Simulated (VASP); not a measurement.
The input files of a VASP run:

File KPOINTS:
```
Automatic mesh
0
Gamma
8 8 4
0 0 0
```

**INCAR**
```
SYSTEM = ZnO
PREC = Accurate
ENCUT = 520
EDIFF = 1E-7
NELM = 100
ALGO = Normal
LREAL = .FALSE.
LASPH = .TRUE.
ISMEAR = 0
SIGMA = 0.05
GGA = BO
PARAM1 = 0.1833333333
PARAM2 = 0.22
LUSE_VDW = .TRUE.
AGGAC = 0.0
LMAXMIX = 4
LWAVE = .FALSE.
LCHARG = .FALSE.
ISIF = 4
IBRION = 2
NSW = 30
EDIFFG = -0.01
```

**POSCAR**
```
ZnO
1.0
  1.6002358147  -2.7716901706   0.0000000000
  1.6002358147   2.7716901706   0.0000000000
  0.0000000000   0.0000000000   5.1792172196
Zn O
2 2
Cart
  1.6002358147  -0.9238985713   2.5992071712
  1.6002358147   0.9238985713   0.0095985614
  1.6002358147  -0.9238985713   4.5584710262
  1.6002358147   0.9238985713   1.9688624164
```

POTCAR, in this order: Zn O (PBE.64 set). Program: vasp_std.

Q: Write an equivalent input for Quantum ESPRESSO's pw.x.

A: One equivalent input (not run):
```
&CONTROL
  calculation = 'vc-relax'
  pseudo_dir = './pseudo'
  outdir = './out'
  tprnfor = .true.
  tstress = .true.
  nstep = 30
  forc_conv_thr = 0.00039
/
&SYSTEM
  ibrav = 0
  nat = 4
  ntyp = 2
  ecutwfc = 84
  occupations = 'smearing'
  smearing = 'gaussian'
  degauss = 0.003675
  input_dft = 'vdw-df-obk8'
/
&ELECTRONS
  conv_thr = 7.3e-09
  electron_maxstep = 100
/
&IONS
/
&CELL
  cell_dofree = 'shape'
/
ATOMIC_SPECIES
  Zn 65.380 Zn.upf
  O 15.999 O.upf
CELL_PARAMETERS angstrom
     1.6002358   -2.7716902    0.0000000
     1.6002358    2.7716902    0.0000000
     0.0000000    0.0000000    5.1792172
ATOMIC_POSITIONS crystal
  Zn   0.6666670  0.3333330  0.5018533
  Zn   0.3333330  0.6666670  0.0018533
  O    0.6666670  0.3333330  0.8801467
  O    0.3333330  0.6666670  0.3801467
K_POINTS automatic
  8 8 4 0 0 0
```
Limits of the translation: the potentials are each code's own (VASP's PAW set, PseudoDojo norm-conserving files in pw.x), so ENCUT and ecutwfc are chosen apart and not converted; conv_thr bounds pw.x's estimated SCF error, while EDIFF bounds the energy change between steps; forc_conv_thr acts on force components and is met together with etot_conv_thr.

The compound is ZnO in the wurtzite structure. This cell is one point of a volume scan, at 0.94 of the reference volume.
